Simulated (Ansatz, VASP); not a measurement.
# Cross-check of Ge (Germanium) between VASP and Ansatz

Wanted: the spread between two codes on one cell, functional and k mesh. The cell is taken from a series of runs on this material, whose earlier steps may have relaxed, scaled, displaced or heated it; both programs get it as it stands.

Program: Ansatz 0.2.0. Level of theory: plane waves, with VASP 6.6.1 beside it; zone-centre phonons at LDA. Results are calculated unless marked as measured.

## Step 1: The structure

Symmetry: Fd-3m, No. 227, cubic system. The conventional cell has a = 5.695 Å, b = 5.695 Å, c = 5.695 Å, α = 90.00°, β = 90.00°, γ = 90.00°. Ge has 4 Ge at 2.47 Å nearest.

## Step 2: VASP: zone-centre phonons, LDA

Second derivatives magnify differences that forces hide, and they need a tight electronic threshold.

Lines of VASP's logs that name or quote its potential files are left out, and so is its time.

Input file INCAR:

```
SYSTEM = Ge
PREC = Accurate
ENCUT = 500
EDIFF = 1E-08
NELM = 120
ISMEAR = 1
SIGMA = 0.2
LREAL = .FALSE.
ALGO = Normal
GGA = CA
NBANDS = 20
LORBIT = 11
LWAVE = .FALSE.
LCHARG = .FALSE.
ISIF = 2
IBRION = 8
LASPH = .TRUE.
GGA_COMPAT = .FALSE.
KPAR = 2
```

Input file POSCAR:

```
Ge
1.0
    0.0000000000      2.8476986322      2.8476986322
    2.8476986322      0.0000000000      2.8476986322
    2.8476986322      2.8476986322      0.0000000000
Ge
2
Direct
    0.5000000000      0.5000000000      0.5000000000
    0.7500000000      0.7500000000      0.7500000000
```

Input file KPOINTS:

```
Automatic mesh
0
Gamma
16 16 16
0 0 0
```

The projector-augmented-wave data sets are Ge_d (LDA family, release 64).

The run is started by

```sh
> mpirun -np 2 vasp_std
```

Numbers of over 12 decimals in the logs are rounded to 6 here.

Output:

```text
[banner, memory and clock lines left out]
running    2 mpi-ranks, on    1 nodes
 distrk:  each k-point on    1 cores,    2 groups
 distr:  one band on    1 cores,    1 groups

 POSCAR found type information on POSCAR Ge
 POSCAR found :  1 types and       2 ions
 LDA part: xc-table for (Slater(with rela. corr.)+CA(PZ))
 , standard interpolation
 POSCAR, INCAR and KPOINTS ok, starting setup
 FFT: planning ... GRIDC
 FFT: planning ... GRID_SOFT
 FFT: planning ... GRID
 WAVECAR not read
 entering main loop
       N       E                     dE             d eps       ncg     rms          rms(c)
DAV:   1     0.182679828234E+03    0.18268E+03   -0.14803E+04  6204   0.367E+03
DAV:   2     0.149609432334E+02   -0.16772E+03   -0.16343E+03  5816   0.576E+02
DAV:   3    -0.974027790951E+01   -0.24701E+02   -0.24470E+02  6552   0.144E+02
DAV:   4    -0.105310469309E+02   -0.79077E+00   -0.79030E+00  6500   0.302E+01
DAV:   5    -0.105441575112E+02   -0.13111E-01   -0.13110E-01  6500   0.422E+00    0.319E+00
DAV:   6    -0.104341367154E+02    0.11002E+00   -0.35692E-02  6404   0.172E+00    0.183E+00
DAV:   7    -0.103783485875E+02    0.55788E-01   -0.71636E-02  6072   0.205E+00    0.136E-01
DAV:   8    -0.103789930922E+02   -0.64450E-03   -0.53294E-03  6556   0.872E-01    0.485E-02
DAV:   9    -0.103790417119E+02   -0.48620E-04   -0.83617E-05  6488   0.945E-02    0.125E-02
DAV:  10    -0.103790384712E+02    0.32407E-05   -0.89791E-06  7836   0.432E-02    0.399E-03
DAV:  11    -0.103790384563E+02    0.14902E-07   -0.88055E-07  6216   0.830E-03    0.172E-03
DAV:  12    -0.103790384578E+02   -0.15389E-08   -0.57706E-08  6532   0.282E-03
   1 F= -.10379038E+02 E0= -.10379042E+02  d E =0.114429E-04
 Linear response reoptimize wavefunctions to high precision
DAV:   1    -0.103790384576E+02    0.22010E-09   -0.38080E-09  5268   0.666E-04
DAV:   2    -0.103790384576E+02   -0.45475E-10   -0.43783E-10  3636   0.236E-04
 Linear response DOF=           1
 Linear response progress:
  Degree of freedom:   1/  1
       N       E                     dE             d eps       ncg     rms          rms(c)
RMM:   1    -0.188315276942E+00   -0.18832E+00    0.83558E+00 30457   0.444E+01
RMM:   2    -0.195736226814E+00   -0.74209E-02   -0.13112E-02 40372   0.107E+00    0.724E-02
RMM:   3    -0.195780221154E+00   -0.43994E-04   -0.92415E-04 42548   0.313E-01    0.415E-02
RMM:   4    -0.195719706549E+00    0.60515E-04   -0.68139E-05 45295   0.812E-02    0.459E-03
RMM:   5    -0.195724055428E+00   -0.43489E-05   -0.18369E-06 43948   0.192E-02    0.222E-03
RMM:   6    -0.195734101171E+00   -0.10046E-04   -0.37871E-07 44346   0.518E-03    0.312E-04
RMM:   7    -0.195733372295E+00    0.72888E-06   -0.12494E-09 45719   0.176E-03    0.199E-04
RMM:   8    -0.195732925821E+00    0.44647E-06   -0.53587E-08 46243   0.631E-04    0.412E-05
RMM:   9    -0.195732792144E+00    0.13368E-06   -0.46834E-08 46185   0.288E-04    0.164E-05
RMM:  10    -0.195732917692E+00   -0.12555E-06   -0.52261E-08 46451   0.141E-04    0.563E-06
RMM:  11    -0.195732936303E+00   -0.18610E-07   -0.19778E-08 48517   0.845E-05    0.266E-06
RMM:  12    -0.195732953710E+00   -0.17407E-07   -0.19516E-08 55217   0.596E-05    0.165E-06
RMM:  13    -0.195732969415E+00   -0.15705E-07   -0.10793E-08 58061   0.486E-05    0.165E-07
RMM:  14    -0.195732967911E+00    0.15043E-08   -0.79023E-09 55357   0.427E-05    0.195E-07
 first order change of Fermi-energy   0.69421E-04
 force on displaced ion       1 direction 1 : -10.120  -0.000  -0.000
 Linear response finished
```

OUTCAR, selected parts (step 2):

```text
ion  position               nearest neighbor table
   1  0.500  0.500  0.500-   2 2.47   2 2.47   2 2.47   2 2.47
   2  0.750  0.750  0.750-   1 2.47   1 2.47   1 2.47   1 2.47

  LATTYP: Found a face centered cubic cell.
 ALAT       =     5.6953972644

 Subroutine GETGRP returns: Found 48 space group operations
 (whereof 24 operations were pure point group operations)

The static configuration has the point symmetry T_d .
 The point group associated with its full space group is O_h .

 Found    145 irreducible k-points:

   k-points           NKPTS =    145   k-points in BZ     NKDIM =    145   number of bands    NBANDS=     20

   dimension x,y,z NGX =    30 NGY =   30 NGZ =   30
   dimension x,y,z NGXF=    60 NGYF=   60 NGZF=   60

   ENCUT  =  500.0 eV  36.75 Ry    6.06 a.u.   7.34  7.34  7.34*2*pi/ulx,y,z

   NELECT =      28.0000    total number of electrons

 k-points in reciprocal lattice and weights: Automatic mesh
   0.00000000  0.00000000  0.00000000       0.000
   0.06250000  0.00000000  0.00000000       0.002
   0.12500000  0.00000000  0.00000000       0.002
   0.18750000  0.00000000  0.00000000       0.002
   0.25000000  0.00000000  0.00000000       0.002
   0.31250000  0.00000000  0.00000000       0.002
   0.37500000  0.00000000  0.00000000       0.002
   0.43750000  0.00000000  0.00000000       0.002
   0.50000000  0.00000000  0.00000000       0.001
[...]
-0.31250000  0.50000000  0.18750000       0.003
  -0.25000000  0.50000000  0.25000000       0.001

 average (electrostatic) potential at core
       1 -75.5822       2 -75.5822

  Total       -0.7234393     -0.7234393     -0.7234393     -0.0000000      0.0000000      0.0000000
  in kB      -25.0957750    -25.0957750    -25.0957750     -0.0000000      0.0000000      0.0000000
  external PRESSURE =     -25.0957750 kB  Pullay stress =       0.0000000 kB

  energy-cutoff  :      500.00
  volume of cell :       46.19
      direct lattice vectors                 reciprocal lattice vectors
     0.000000000  2.847698632  2.847698632    -0.175580377  0.175580377  0.175580377
     2.847698632  0.000000000  2.847698632     0.175580377 -0.175580377  0.175580377
     2.847698632  2.847698632  0.000000000     0.175580377  0.175580377 -0.175580377

 POSITION                                       TOTAL-FORCE (eV/Angst)
 -----------------------------------------------------------------------------------
      2.84770      2.84770      2.84770         0.000000     -0.000000      0.000000
      4.27155      4.27155      4.27155        -0.000000      0.000000     -0.000000
 -----------------------------------------------------------------------------------
    total drift:                                0.000000     -0.000000     -0.000000

 Eigenvectors and eigenvalues of the dynamical matrix
 ----------------------------------------------------

   1 f  =    8.253770 THz    51.859964 2PiTHz  275.316122 cm-1    34.134833 meV
             X         Y         Z           dx          dy          dz
      2.847699  2.847699  2.847699     0.171499    0.685994    0.000000
      4.271548  4.271548  4.271548    -0.171499   -0.685994    0.000000

   2 f  =    8.253770 THz    51.859964 2PiTHz  275.316122 cm-1    34.134833 meV
             X         Y         Z           dx          dy          dz
      2.847699  2.847699  2.847699    -0.000000    0.000000   -0.707107
      4.271548  4.271548  4.271548     0.000000    0.000000    0.707107

   3 f  =    8.253770 THz    51.859964 2PiTHz  275.316122 cm-1    34.134833 meV
             X         Y         Z           dx          dy          dz
      2.847699  2.847699  2.847699     0.685994   -0.171499    0.000000
      4.271548  4.271548  4.271548    -0.685994    0.171499    0.000000

   4 f  =    0.000000 THz     0.000000 2PiTHz    0.000000 cm-1     0.000000 meV
             X         Y         Z           dx          dy          dz
      2.847699  2.847699  2.847699    -0.020391    0.706813    0.000000
      4.271548  4.271548  4.271548    -0.020391    0.706813    0.000000

   5 f  =    0.000000 THz     0.000000 2PiTHz    0.000000 cm-1     0.000000 meV
             X         Y         Z           dx          dy          dz
      2.847699  2.847699  2.847699     0.000000   -0.000000    0.707107
      4.271548  4.271548  4.271548    -0.000000    0.000000    0.707107

   6 f/i=    0.000000 THz     0.000000 2PiTHz    0.000002 cm-1     0.000000 meV
             X         Y         Z           dx          dy          dz
      2.847699  2.847699  2.847699     0.706813    0.020391    0.000000
      4.271548  4.271548  4.271548     0.706813    0.020391    0.000000

 ELASTIC MODULI CONTR FROM IONIC RELAXATION (kBar)
 Direction    XX          YY          ZZ          XY          YZ          ZX
 --------------------------------------------------------------------------------
 XX          -0.0000     -0.0000      0.0000     -0.0000     -0.0000     -0.0000
 YY          -0.0000     -0.0000      0.0000     -0.0000     -0.0000     -0.0000
 ZZ           0.0000      0.0000     -0.0000     -0.0000      0.0000      0.0000
 XY          -0.0000     -0.0000     -0.0000   -171.6644      0.0000     -0.0000
 YZ          -0.0000     -0.0000      0.0000      0.0000   -171.6644     -0.0000
 ZX          -0.0000     -0.0000      0.0000     -0.0000     -0.0000   -171.6644
 --------------------------------------------------------------------------------
```

Energies printed during the response cycles are not total energies of the cell.

## Step 3: Ansatz: zone-centre phonons, LDA

Ansatz runs on its PAW soft_1 files.

The same cell, functional (in two slightly different forms), mesh and smearing now go to Ansatz, which takes its cutoff from its data sets.

Input file input.yaml:

```yaml
crystal:
  lattice:
    - [0.0, 2.8476986322, 2.8476986322]
    - [2.8476986322, 0.0, 2.8476986322]
    - [2.8476986322, 2.8476986322, 0.0]
  atoms:
    - { symbol: Ge, position: [0.5, 0.5, 0.5] }
    - { symbol: Ge, position: [0.75, 0.75, 0.75] }
kpoints:
  mp_grid: { grid: [16, 16, 16] }
hamiltonian:
  xc: lda
  pseudopotentials: { kind: paw, azcp: { folder: soft_1 }, xc_functional: pbe }
scf:
  occupations: { method: methfessel_paxton, width: 0.2 }
output:
  eigenvalues: true
phonons:
  method: dfpt
```

The run is started by

```sh
> ansatz run input.yaml --threads 4 --pin off --max-ram 10240MiB --backend cpu --events-out ev --progress --plain --runs-dir out
```

Output:

```text
zone centre: on kpoints.mp_grid the ground state, and the responses unless they are solved on pairs of k-points, stand on 349 of the mesh's 4096 k-points, reduced under 8 symmetry operations, with k and −k counted as one. Each operation leaves every solved displacement unchanged or reverses it
Engine: ansatz 0.2.0, x86_64-unknown-linux-gnu
Pseudopotentials: kind: paw
Pseudopotential: Ge, paw, valence charge 14, recommended cutoff 420 eV (normal), soft_1/Ge.paw.azcp
Functional definition: SPW92
  exchange = slater_x
  correlation = pw_c
Crystal: 2 atoms, lattice volume = 46.186 Å³
Basis set: ecut = 420 eV, 893 PW (Γ), exchange–correlation on 64×64×64 points (8 copies of the dense FFT grid, shifted against one another)
Bands: 18, of which v1, the nominal top of the filled ones, is band 14 counted from 1 (13 counted from 0)
Symmetry: 48 space group operations
k-points: 349 of 4096 (irreducible under 8 space group operations, time reversal used)
Non-local potential: Ge, projectors of the file, l = 0: 2, l = 1: 2, l = 2: 3, l = 3: 1
PAW form: soft (Blöchl's): semilocal exchange-correlation on the pseudo side does not see the compensation charge
PAW frozen core: Ge, regenerated for the run's functional, and the local potential with it (the file was generated under x = pbe(κ = 0.804, μ = 0.219515), c = pbe(β = 0.066725))
PAW one-centre angular grid: Ge, 590 points (default); XC on 64 Gauss nodes
Initial density: superposition of atomic densities (chi_scale 0.1, normalization cell)
Initial wavefunctions: pseudopotential atomic-orbital guess
Functional: x = slater, c = lda
SCF iter   1: F=—  HF=-8431.566594 eV  |F-HF|=—  |Δ(HF+E_count)|=         —  Δρ=3.35e-2  dr2=4.78e-1  ethr=3.10e-3  ⟨swp⟩=5.1  Hψ=28171  notcnv=0
preconditioner: auto → Kerker (q_TF=auto, 2.510 Å⁻¹)  [metal: Δε(μ)=0.127 eV  Ē_g=23.313 eV  σ=0.200 eV  W_gap=0.49  n_scr=14 (ndim 8)  ℏωp=28.9 eV  f_vac=0.000  D(μ)=0.04/eV (n_scr^D=0)]
SCF iter   2: F=—  HF=-8431.508401 eV  |F-HF|=—  |Δ(HF+E_count)|=   5.82e-2  S|Δr|=    0.00e0  Δρ=2.20e-2  dr2=2.39e-1  ethr=1.71e-3  ⟨swp⟩=1.0  Hψ=9074  notcnv=0
SCF iter   3: F=—  HF=-8431.441961 eV  |F-HF|=—  |Δ(HF+E_count)|=   6.64e-2  S|Δr|=    0.00e0  Δρ=3.73e-3  dr2=1.15e-2  ethr=8.54e-4  ⟨swp⟩=2.0  Hψ=8691  notcnv=0
SCF iter   4: F=—  HF=-8431.440294 eV  |F-HF|=—  |Δ(HF+E_count)|=   1.67e-3  S|Δr|=    0.00e0  Δρ=2.40e-3  dr2=3.75e-3  ethr=4.09e-5  ⟨swp⟩=2.0  Hψ=9833  notcnv=0
SCF iter   5: F=—  HF=-8431.440104 eV  |F-HF|=—  |Δ(HF+E_count)|=   1.91e-4  S|Δr|=    0.00e0  Δρ=6.37e-4  dr2=1.25e-4  ethr=1.34e-5  ⟨swp⟩=2.0  Hψ=11171  notcnv=0
SCF iter   6: F=—  HF=-8431.440074 eV  |F-HF|=—  |Δ(HF+E_count)|=   2.92e-5  S|Δr|=    0.00e0  Δρ=1.10e-4  dr2=3.36e-6  ethr=4.48e-7  ⟨swp⟩=2.0  Hψ=11006  notcnv=0
SCF iter   7: F=—  HF=-8431.440080 eV  |F-HF|=—  |Δ(HF+E_count)|=   5.37e-6  S|Δr|=    0.00e0  Δρ=2.73e-5  dr2=2.35e-7  ethr=1.20e-8  ⟨swp⟩=2.0  Hψ=11056  notcnv=0
SCF iter   8: F=—  HF=-8431.440080 eV  |F-HF|=—  |Δ(HF+E_count)|=   1.22e-7  S|Δr|=    0.00e0  Δρ=4.76e-6  dr2=8.16e-9  ethr=8.38e-10  ⟨swp⟩=2.0  Hψ=11011  notcnv=0
SCF iter   9: F=—  HF=-8431.440080 eV  |F-HF|=—  |Δ(HF+E_count)|=   1.43e-8  S|Δr|=    0.00e0  Δρ=8.40e-7  dr2=2.65e-10  ethr=2.91e-11  ⟨swp⟩=3.0  Hψ=11350  notcnv=0
SCF iter  10: F=-8431.440080 eV  HF=-8431.440080 eV  |F-HF|=3.64e-12  |Δ(HF+E_count)|=  5.24e-10  S|Δr|=    0.00e0  Δρ=9.32e-8  dr2=2.79e-12  ethr=1.00e-12  ⟨swp⟩=4.0  Hψ=29742  notcnv=0
SCF 1 converged in 10 iterations: F = -8431.440080 eV  dr2 = 2.79e-12
  greatest PAW one-centre occupation: 0.998 electrons in one spin orbital (limit 2), on the Ge atom at site 1 (counted from 0), in its partial waves of l = 2
DFPT response loops at Γ: preconditioner auto → Kerker (q_TF=auto, 2.510 Å⁻¹) (partly filled bands, converged f_vac=0.067); β = 1.00, the filter's whole step (`scf.mixing.beta` (0.50) is not read by the response loops under this deck's `scf.mixing.preconditioner`; to damp them name `kerker` or `kerker_dos`, under which they read `scf.mixing.beta`, and type it under 1.00, their step now; both keys bind the ground state too); Broyden in place of MSR1
SCF converged after 10 iterations
Stability not checked: this state was not tested for a lower state beside it, because cold or Methfessel-Paxton smearing, or corrected tetrahedra, fill the levels in a way that the test cannot read (fill_not_monotonic; see scf.lower_state_search)
Free energy (F): -8431.440080 eV
Harris-Foulkes:  -8431.440080 eV  (|F-HF|=3.64e-12)
Internal energy: -8431.440064 eV  (E = F + TS)
E sigma→0 (E₀):  -8431.440076 eV
Entropy (-TS):   -0.000015 eV (-0.008 meV/atom)
Fermi energy:    7.949265 eV
--- Per-component energies (eV) ---
  E_band       = -317.609606
  E_kinetic    = 186.058517
  E_local      = -4540.000515  (includes V_loc(G=0)·N_el)
  E_nonlocal   = 441.513813
  E_hartree    = 2157.901177
  E_xc         = -142.669982
  E_vxc        = -131.039583  (∫ρ·V_xc dr)
  E_paw        = -3868.654303  (= ΣΔE_a)
  E_vpaw       = -589.944240  (= ΣTr[D̂ρ^β])
  E_aug_tail   = 0.000024  (compensation charges beyond the density's cutoff)
  E_ewald      = -2669.405449
  E_core_change = 3.816653  (= ΣΔE_core)
  E_smearing   = -0.000015  (= −TS)
  E_closure    = 0.000000  (closes the sum)
  Σ components = -8431.440080   (vs F -8431.440080, Δ=0.00e0)
--- Band table (eV; the first three rows and the last of 349) ---
  k-point 0: bands = [... 10 lower, -4.6954, 7.6044, 7.9685, 7.9685, 7.9685, 10.4871, 10.4871, 10.4871]
  k-point 1: bands = [... 10 lower, -4.6486, 6.6771, 7.8729, 7.8729, 8.5851, 10.6143, 10.6143, 10.6690]
  k-point 2: bands = [... 10 lower, -4.5091, 5.5045, 7.6422, 7.6422, 8.7980, 10.9235, 10.9235, 11.3212]
  k-point 348: bands = [... 10 lower, -0.8052, -0.8052, 4.1464, 4.1464, 12.1273, 12.1273, 12.6029, 12.6029]
--- Phonons (Γ-DFPT): 1 representative perturbation + reference, on 349 of 4096 k-points (Σ response iterations 3) ---
  k mesh reduced under 8 symmetry operations, with k and −k counted as one. Each operation leaves every solved displacement unchanged or reverses it
  ASR residual: 1.969e-5 → 0.000e0 eV/Å²; symmetrization residual: 1.105e-12 eV/Å²
  ASR residual per site (eV/Å²): 1.97e-5 1.97e-5
  Γ frequencies (cm⁻¹): 0.00 0.00 0.00 274.11 274.11 274.11
  non-analytic LO–TO correction: not included (Born effective charges unavailable; polar crystals: no LO–TO splitting at Γ)
```

## Step 4: Differences

Known differences besides the potentials themselves: the two LDA forms differ slightly; the cutoff is 420 eV in Ansatz and 500 eV in VASP; VASP's log shows a relativistic correction to its local exchange, Ansatz's none. Total energies have different zeros and are not compared.

Compared:

```csv
quantity,Ansatz,VASP,difference
optical mode 1 to 3 (cm⁻¹),274.1,275.3,-0.44 %
```

Modes are paired by rising frequency, not by their patterns, so a pair may set unlike modes beside each other; they are those without the splitting of longitudinal modes.

## Step 5: Summary of results

```yaml
r_m_s_difference_of_the_optical_zone_centre_modes_each_program_s_sorted_by_frequency_zone_centre_phonons_lda: 1.2 cm⁻¹
```

What this shows: The r.m.s. difference of the optical zone-centre modes, each program's sorted by frequency is 1.2 cm⁻¹ (zone-centre phonons, LDA). Such differences can come from data sets, numerical settings and the points named under the comparisons, not from the functional's error against experiment.

[Lines on the potential files, build, host, timing and source positions are cut from VASP's logs without a mark.]

[Logs are printed without paths, hosts, clocks, repeated set-up lines and the standing remarks that a program may print on its own settings, such as how far it seeks lower states.]

[Hosts, paths, dates, database ids (printed as entryN), source tags and the programs' standing remarks are cut or masked in the printed files.]
